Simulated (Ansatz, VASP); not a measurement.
## Ti5Nb3C8 (random rock-salt alloy of NbC and TiC): VASP beside Ansatz

Aim: how closely do two programs agree when they are given the same cell, functional and k mesh? Of the first pair: The structure shown is the start of the Ansatz relaxation below; VASP solves that cell, so the two are compared at the walk's first step.

Main program and level: Ansatz 0.2.0; plane waves, with VASP 6.6.1 beside it; single point at LDA.

## Step 1: Starting point

The cell holds 64 atoms: 20 Ti, 32 C and 12 Nb. Its edges and angles: a = 8.762 Å, b = 8.762 Å, c = 8.762 Å, α = 90.0°, β = 90.0°, γ = 90.0°. It derives from NbC (rock-salt), repeated 2×2×2. Rock-salt NbC, 2 x 2 x 2 conventional cells, 20 of 32 Nb sites given to Ti at random (x = 0.625), lattice by Vegard's rule (a = 4.381 A); (so at first; earlier steps may have moved the atoms), displaced by a Gaussian of 0.02 A.

## Step 2: Ansatz: relaxation, LDA

Ansatz runs on its default PAW (the set named soft_2) files.

The two programs are compared at the cell with which this relaxation starts, whose forces are those of its first step.

File input.yaml:

```yaml
crystal:
  lattice:
    - [8.7624, 0.0, 0.0]
    - [0.0, 8.7624, 0.0]
    - [0.0, 0.0, 8.7624]
  atoms:
    - { symbol: Ti, position: [0.00201, 0.99924, 0.00136] }
    - { symbol: C, position: [0.25232, 0.00286, 0.99899] }
    - { symbol: Nb, position: [0.99947, 0.25153, 0.25091] }
    - { symbol: C, position: [0.25249, 0.25116, 0.25304] }
    - { symbol: Ti, position: [0.24843, 0.00364, 0.24896] }
    - { symbol: C, position: [0.00269, 0.00278, 0.24674] }
    - { symbol: Ti, position: [0.24729, 0.25413, 0.99802] }
    - { symbol: C, position: [0.00019, 0.2535, 0.99862] }
    - { symbol: Ti, position: [0.99905, 0.99993, 0.49985] }
    - { symbol: C, position: [0.25245, 0.0022, 0.4977] }
    - { symbol: Ti, position: [0.99943, 0.25383, 0.75143] }
    - { symbol: C, position: [0.25124, 0.25205, 0.75191] }
    - { symbol: Ti, position: [0.2519, 0.99707, 0.75044] }
    - { symbol: C, position: [0.99955, 0.00447, 0.74919] }
    - { symbol: Nb, position: [0.25132, 0.25077, 0.49705] }
    - { symbol: C, position: [0.99952, 0.24398, 0.49992] }
    - { symbol: Nb, position: [0.00311, 0.50025, 0.99631] }
    - { symbol: C, position: [0.25134, 0.499, 0.99663] }
    - { symbol: Nb, position: [0.99519, 0.75293, 0.24904] }
    - { symbol: C, position: [0.24917, 0.74921, 0.25144] }
    - { symbol: Ti, position: [0.2523, 0.50183, 0.24899] }
    - { symbol: C, position: [0.00189, 0.5039, 0.2517] }
    - { symbol: Nb, position: [0.25089, 0.75173, 0.9992] }
    - { symbol: C, position: [0.00202, 0.74946, 0.99928] }
    - { symbol: Nb, position: [0.0042, 0.4987, 0.50005] }
    - { symbol: C, position: [0.24567, 0.49908, 0.49898] }
    - { symbol: Ti, position: [0.00397, 0.75319, 0.74728] }
    - { symbol: C, position: [0.24861, 0.75022, 0.74829] }
    - { symbol: Ti, position: [0.2483, 0.50049, 0.74829] }
    - { symbol: C, position: [0.00466, 0.50145, 0.74439] }
    - { symbol: Nb, position: [0.25009, 0.75053, 0.50083] }
    - { symbol: C, position: [0.99631, 0.75157, 0.50041] }
    - { symbol: Ti, position: [0.50321, 0.99717, 0.9997] }
    - { symbol: C, position: [0.75081, 0.99702, 0.99741] }
    - { symbol: Ti, position: [0.50092, 0.24535, 0.24959] }
    - { symbol: C, position: [0.74708, 0.24812, 0.25008] }
    - { symbol: Nb, position: [0.74712, 0.00107, 0.24906] }
    - { symbol: C, position: [0.4975, 0.00296, 0.2478] }
    - { symbol: Nb, position: [0.75159, 0.24956, 0.99908] }
    - { symbol: C, position: [0.49922, 0.2451, 0.00161] }
    - { symbol: Ti, position: [0.49969, 0.00137, 0.4972] }
    - { symbol: C, position: [0.74891, 0.00272, 0.50029] }
    - { symbol: Nb, position: [0.49855, 0.25025, 0.74978] }
    - { symbol: C, position: [0.74449, 0.25147, 0.75067] }
    - { symbol: Nb, position: [0.75161, 0.0007, 0.74795] }
    - { symbol: C, position: [0.50092, 0.99727, 0.75155] }
    - { symbol: Ti, position: [0.74942, 0.24698, 0.50074] }
    - { symbol: C, position: [0.49981, 0.25288, 0.49831] }
    - { symbol: Ti, position: [0.50259, 0.50027, 0.00279] }
    - { symbol: C, position: [0.74796, 0.50169, 0.00037] }
    - { symbol: Ti, position: [0.50015, 0.74807, 0.25021] }
    - { symbol: C, position: [0.7504, 0.75165, 0.25298] }
    - { symbol: Ti, position: [0.75196, 0.49918, 0.25097] }
    - { symbol: C, position: [0.50396, 0.49543, 0.248] }
    - { symbol: Ti, position: [0.75156, 0.749, 0.00253] }
    - { symbol: C, position: [0.49744, 0.74637, 0.00222] }
    - { symbol: Nb, position: [0.49881, 0.50006, 0.49943] }
    - { symbol: C, position: [0.74934, 0.50038, 0.50424] }
    - { symbol: Ti, position: [0.49667, 0.74876, 0.75088] }
    - { symbol: C, position: [0.75348, 0.74982, 0.75157] }
    - { symbol: Ti, position: [0.75099, 0.49883, 0.75094] }
    - { symbol: C, position: [0.50069, 0.50038, 0.74899] }
    - { symbol: Ti, position: [0.74997, 0.75801, 0.49974] }
    - { symbol: C, position: [0.50022, 0.74923, 0.50382] }
kpoints:
  mp_grid: { grid: [2, 2, 2] }
hamiltonian:
  xc: lda
scf:
  occupations: { method: gaussian, width: 0.025 }
output:
  forces: true
relax:
  f_tol: 0.03
  max_steps: 43
  cell: {}
```

Run with:

```
$ ansatz run input.yaml --threads 4 --pin off --max-ram 8192MiB --backend cpu --events-out ev --progress --plain --runs-dir out
```

Numbers of over 12 decimals in the logs are rounded to 6 here.

The log of the run:

```text
Engine: ansatz 0.2.0, aarch64-unknown-linux-gnu
Pseudopotentials: kind: paw
Pseudopotential: Ti, paw, valence charge 12, recommended cutoff 420 eV (normal), Ti.paw.azcp
Pseudopotential: C, paw, valence charge 4, recommended cutoff 420 eV (normal), C.paw.azcp
Pseudopotential: Nb, paw, valence charge 13, recommended cutoff 420 eV (normal), Nb.paw.azcp
Functional definition: SPW92
  exchange = slater_x
  correlation = pw_c
Crystal: 64 atoms, lattice volume = 672.774 Å³
Basis set: ecut = 420 eV, 13205 PW (Γ)
Bands: 326, of which v1, the nominal top of the filled ones, is band 262 counted from 1 (261 counted from 0)
Symmetry: 1 space group operations
Space group: P1 (ITA 1), of the structure as read, at distance tolerance 8.8e-5 Å
k-points: 8
Non-local potential: Ti, projectors of the file, l = 0: 3, l = 1: 2, l = 2: 3, l = 3: 1
Non-local potential: C, projectors of the file, l = 0: 2, l = 1: 2, l = 2: 1
Non-local potential: Nb, projectors of the file, l = 0: 3, l = 1: 2, l = 2: 2, l = 3: 1
PAW form: soft (Blöchl's): semilocal exchange-correlation on the pseudo side does not see the compensation charge
PAW frozen core: Ti, regenerated for the run's functional, and the local potential with it (the file was generated under x = pbe(κ = 0.804, μ = 0.219515), c = pbe(β = 0.066725))
PAW frozen core: C, regenerated for the run's functional, and the local potential with it (the file was generated under x = pbe(κ = 0.804, μ = 0.219515), c = pbe(β = 0.066725))
PAW frozen core: Nb, regenerated for the run's functional, and the local potential with it (the file was generated under x = pbe(κ = 0.804, μ = 0.219515), c = pbe(β = 0.066725))
PAW one-centre angular grid: Ti, 590 points (default); XC on 64 Gauss nodes
PAW one-centre angular grid: C, 110 points (default); XC on 64 Gauss nodes
PAW one-centre angular grid: Nb, 590 points (default); XC on 64 Gauss nodes
Initial density: superposition of atomic densities (neutral atoms: chi_scale 0, normalization atom), corrected by the library's trained network
Initial wavefunctions: pseudopotential atomic-orbital guess
Functional: x = slater, c = lda
SCF iter   1: F=—  HF=-110144.973427 eV  |F-HF|=—  |Δ(HF+E_count)|=         —  Δρ=1.07e-2  dr2=9.92e-1  ethr=1.77e-3  ⟨swp⟩=5.0  Hψ=9471  notcnv=0  defer=35
preconditioner: auto → Kerker (q_TF=auto, 2.617 Å⁻¹)  [metal: Δε(μ)=0.008 eV  Ē_g=6.868 eV  σ=0.025 eV  W_gap=0.17  n_scr=202 (ndim 8)  ℏωp=23.4 eV  f_vac=0.000  D(μ)=56.12/eV (n_scr^D=690)]
SCF iter   2: F=—  HF=-110144.824847 eV  |F-HF|=—  |Δ(HF+E_count)|=   1.49e-1  Δρ=4.69e-3  dr2=1.62e-1  ethr=1.89e-4  ⟨swp⟩=2.0  Hψ=3509  notcnv=0  defer=398
SCF iter   3: F=—  HF=-110144.793311 eV  |F-HF|=—  |Δ(HF+E_count)|=   3.15e-2  Δρ=1.15e-3  dr2=9.82e-3  ethr=3.09e-5  ⟨swp⟩=2.0  Hψ=3041  notcnv=0  defer=427
SCF iter   4: F=—  HF=-110144.791920 eV  |F-HF|=—  |Δ(HF+E_count)|=   1.39e-3  Δρ=2.02e-4  dr2=3.48e-4  ethr=1.87e-6  ⟨swp⟩=2.0  Hψ=2997  notcnv=0  defer=427
SCF iter   5: F=—  HF=-110144.791847 eV  |F-HF|=—  |Δ(HF+E_count)|=   7.37e-5  Δρ=3.92e-5  dr2=3.07e-5  ethr=6.65e-8  ⟨swp⟩=2.0  Hψ=3256  notcnv=0  defer=427
SCF iter   6: F=—  HF=-110144.791255 eV  |F-HF|=—  |Δ(HF+E_count)|=   5.91e-4  Δρ=1.13e-5  dr2=2.04e-6  ethr=5.87e-9  ⟨swp⟩=2.0  Hψ=3055  notcnv=0  defer=427
SCF iter   7: F=—  HF=-110144.791255 eV  |F-HF|=—  |Δ(HF+E_count)|=   3.18e-7  Δρ=2.78e-6  dr2=1.10e-7  ethr=3.89e-10  ⟨swp⟩=2.0  Hψ=2997  notcnv=0  defer=427
SCF iter   8: F=-110144.791255 eV  HF=-110144.791255 eV  |F-HF|=3.09e-9  |Δ(HF+E_count)|=   1.39e-8  Δρ=7.22e-7  dr2=4.65e-9  ethr=1.91e-11  ⟨swp⟩=3.0  Hψ=6821  notcnv=0
SCF 1 converged in 8 iterations: F = -110144.791255 eV  dr2 = 4.65e-9
  greatest PAW one-centre occupation: 0.999 electrons in one spin orbital (limit 2), on the Ti atom at site 34 (counted from 0), in its partial waves of l = 0
relax step   1: F+E_penalty+E_count = -110144.79125501 eV  Δ(F+E_penalty+E_count) = +0.000e0 eV  max|allowed force component| = 1.127e0 eV/Å  Δτ_max = 0.0000 Å  P = -9.161 GPa  Ω = 672.774 Å³  (8 SCF iters, dr2 threshold 1.00e-7 eV, accepted)
Crystal: 64 atoms, lattice volume = 646.720 Å³
Basis set: ecut = 420 eV, 12619 PW (Γ)
Initial density: handed on by an earlier stage of this run
Initial wavefunctions: those handed on with the density
iter 1 solved again at ethr=3.90e-4 eV; its pass at ethr=3.10e-3 eV (dr2=2.04e0 eV) is discarded
SCF iter   1: F=—  HF=-110146.458835 eV  |F-HF|=—  |Δ(HF+E_count)|=         —  Δρ=1.39e-2  dr2=2.12e0  ethr=3.90e-4  ⟨swp⟩=7.6  Hψ=12245  notcnv=0  defer=23
preconditioner: auto → Kerker (q_TF=auto, 2.634 Å⁻¹)  [metal: Δε(μ)=0.021 eV  Ē_g=7.173 eV  σ=0.025 eV  W_gap=0.43  n_scr=202 (ndim 8)  ℏωp=23.9 eV  f_vac=0.000  D(μ)=47.85/eV (n_scr^D=514)]
SCF iter   2: F=—  HF=-110146.171952 eV  |F-HF|=—  |Δ(HF+E_count)|=   2.87e-1  Δρ=6.17e-3  dr2=5.22e-1  ethr=3.90e-4  ⟨swp⟩=2.2  Hψ=3224  notcnv=0  defer=171
[...]
atom  12  C     -0.00147539     0.00656454     0.00324254
  atom  13  Ti    -0.00634327    -0.00466824    -0.00195961
  atom  14  C     -0.00461125     0.00237268     0.00086034
  atom  15  Nb     0.00432205    -0.00642121     0.00758966
  atom  16  C     -0.00679051     0.00208126     0.00178411
  atom  17  Nb    -0.00014505    -0.00275482     0.00526816
  atom  18  C     -0.00222544     0.00670180     0.00376742
  atom  19  Nb    -0.00193048    -0.00568685     0.00004250
  atom  20  C      0.00229336    -0.00769667    -0.00553392
  atom  21  Ti     0.00118827     0.00051691     0.00060188
  atom  22  C      0.00248173    -0.00788348    -0.00320035
  atom  23  Nb    -0.00013468     0.01565245    -0.00039615
  atom  24  C      0.00360186     0.00196076    -0.00091535
  atom  25  Nb     0.00682330    -0.00283695    -0.00909027
  atom  26  C     -0.00277171     0.00750169     0.00079118
  atom  27  Ti     0.00193575    -0.00474068    -0.00383910
  atom  28  C     -0.00241821    -0.00465803     0.00275933
  atom  29  Ti     0.00302515     0.00354881    -0.00702122
  atom  30  C     -0.00142725    -0.00586325     0.00505677
  atom  31  Nb     0.00153696     0.00918153     0.00424148
  atom  32  C      0.00047284     0.00301196     0.00295987
  atom  33  Ti     0.00575126     0.00900466    -0.00537556
  atom  34  C      0.00278198    -0.00494338    -0.00035431
  atom  35  Ti    -0.01191771     0.00208864     0.00494979
[...]
atom  57  Nb    -0.00074390    -0.00193933     0.00179761
  atom  58  C     -0.00065883     0.00253655     0.00657802
  atom  59  Ti    -0.00943723    -0.00168586    -0.00114954
  atom  60  C      0.00286830    -0.00842264    -0.00079171
  atom  61  Ti    -0.00380854     0.00201719    -0.00309513
  atom  62  C     -0.00181349    -0.00281979    -0.00144652
  atom  63  Ti    -0.00292269     0.01446136    -0.00169352
  atom  64  C      0.00568634     0.00148689    -0.00358986
  max |Σ_I F_I| component: 5.65e-6 eV/Å
--- Stress (GPa, compression-positive) ---
        0.015755      -0.000006      -0.007851
       -0.000006       0.033207       0.008214
       -0.007851       0.008214      -0.048067
  P = ⅓ Tr σ = 0.0003 GPa (0.003 kbar)
--- Relaxed structure (11 steps of the walk, 11 accepted, 2 SCFs on fresh bases) ---
  F+E_penalty+E_count = -110146.35135530 eV   max|allowed force component| = 1.656e-2 eV/Å   (the final SCF, on the basis selected at the relaxed cell)
  cell:  # Å, volume = 649.2884 Å³
    - [8.658590, 0.000543285, 0.000883852]
    - [0.000543285, 8.661033, -0.000717831]
    - [0.000883852, -0.000717831, 8.658064]
  atoms:
    - { symbol: Ti, position: [0.00173404, 0.998075, -0.00304673] }
    - { symbol: C, position: [0.249926, 0.00306042, 1.000224] }
    - { symbol: Nb, position: [1.001826, 0.248703, 0.249416] }
    - { symbol: C, position: [0.252180, 0.252072, 0.248023] }
    - { symbol: Ti, position: [0.253147, 0.00035985, 0.247484] }
    - { symbol: C, position: [0.00373143, 0.00063592, 0.250026] }
    - { symbol: Ti, position: [0.251750, 0.249087, 0.997711] }
    - { symbol: C, position: [0.00113574, 0.247274, 0.997528] }
    - { symbol: Ti, position: [0.999829, 0.998465, 0.502660] }
    - { symbol: C, position: [0.249561, 0.000959598, 0.499656] }
    - { symbol: Ti, position: [1.000895, 0.248819, 0.750023] }
    - { symbol: C, position: [0.246887, 0.251351, 0.752319] }
    - { symbol: Ti, position: [0.251346, 1.000458, 0.751366] }
    - { symbol: C, position: [1.002864, 0.000149292, 0.749563] }
    - { symbol: Nb, position: [0.251684, 0.247834, 0.502031] }
    - { symbol: C, position: [0.996761, 0.246829, 0.501743] }
    - { symbol: Nb, position: [0.000817811, 0.502736, 0.996390] }
    - { symbol: C, position: [0.252397, 0.497636, 1.000547] }
    - { symbol: Nb, position: [0.999069, 0.751803, 0.249858] }
    - { symbol: C, position: [0.252641, 0.748575, 0.250004] }
    - { symbol: Ti, position: [0.255714, 0.499646, 0.245949] }
    - { symbol: C, position: [0.00227407, 0.499845, 0.249916] }
    - { symbol: Nb, position: [0.252398, 0.751472, 0.997286] }
    - { symbol: C, position: [-0.0031971, 0.754369, 0.996860] }
    - { symbol: Nb, position: [-0.000968789, 0.502234, 0.503079] }
    - { symbol: C, position: [0.249465, 0.499487, 0.499024] }
    - { symbol: Ti, position: [-0.00119406, 0.752236, 0.750084] }
    - { symbol: C, position: [0.250326, 0.749168, 0.749541] }
    - { symbol: Ti, position: [0.253210, 0.500287, 0.752093] }
    - { symbol: C, position: [0.00152368, 0.500342, 0.749662] }
    - { symbol: Nb, position: [0.251730, 0.751952, 0.502473] }
    - { symbol: C, position: [0.996097, 0.754399, 0.502464] }
    - { symbol: Ti, position: [0.498803, 0.997764, 0.999871] }
    - { symbol: C, position: [0.750099, 0.997997, 1.000256] }
    - { symbol: Ti, position: [0.499467, 0.249411, 0.249050] }
    - { symbol: C, position: [0.748109, 0.254486, 0.252638] }
    - { symbol: Nb, position: [0.747095, 0.000218983, 0.248832] }
    - { symbol: C, position: [0.497139, -5.327805729385599e-5, 0.249808] }
    - { symbol: Nb, position: [0.748472, 0.251305, 0.997893] }
    - { symbol: C, position: [0.498335, 0.249152, 0.00263778] }
    - { symbol: Ti, position: [0.500102, -0.00182988, 0.499808] }
    - { symbol: C, position: [0.750672, 0.000501971, 0.499557] }
    - { symbol: Nb, position: [0.499239, 0.249397, 0.750846] }
    - { symbol: C, position: [0.753751, 0.254176, 0.746238] }
    - { symbol: Nb, position: [0.748396, 0.000308063, 0.750631] }
    - { symbol: C, position: [0.496666, 0.997255, 0.750048] }
    - { symbol: Ti, position: [0.748867, 0.250232, 0.501801] }
    - { symbol: C, position: [0.503993, 0.246833, 0.496774] }
    - { symbol: Ti, position: [0.500418, 0.502543, -0.000928168] }
    - { symbol: C, position: [0.747702, 0.502189, 0.000415713] }
    - { symbol: Ti, position: [0.500986, 0.751142, 0.249124] }
    - { symbol: C, position: [0.747774, 0.746743, 0.250470] }
    - { symbol: Ti, position: [0.745915, 0.500892, 0.248009] }
    - { symbol: C, position: [0.499748, 0.500741, 0.247702] }
    - { symbol: Ti, position: [0.748289, 0.750083, -0.00239255] }
    - { symbol: C, position: [0.503539, 0.751619, -0.00043257] }
    - { symbol: Nb, position: [0.501405, 0.502382, 0.500315] }
    - { symbol: C, position: [0.750613, 0.499967, 0.499135] }
    - { symbol: Ti, position: [0.501025, 0.751440, 0.750775] }
    - { symbol: C, position: [0.750669, 0.747344, 0.748889] }
    - { symbol: Ti, position: [0.747329, 0.501262, 0.751037] }
    - { symbol: C, position: [0.499448, 0.503208, 0.752637] }
    - { symbol: Ti, position: [0.748241, 0.750816, 0.502822] }
    - { symbol: C, position: [0.504243, 0.753954, 0.499516] }
```

(Part 1 of 3 ends here.)

[Lines on the potential files, build, host, timing and source positions are cut from VASP's logs without a mark.]

[Logs are printed without paths, hosts, clocks, repeated set-up lines and the standing remarks that a program may print on its own settings, such as how far it seeks lower states.]

[Hosts, paths, dates, database ids (printed as entryN), source tags and the programs' standing remarks are cut or masked in the printed files.]
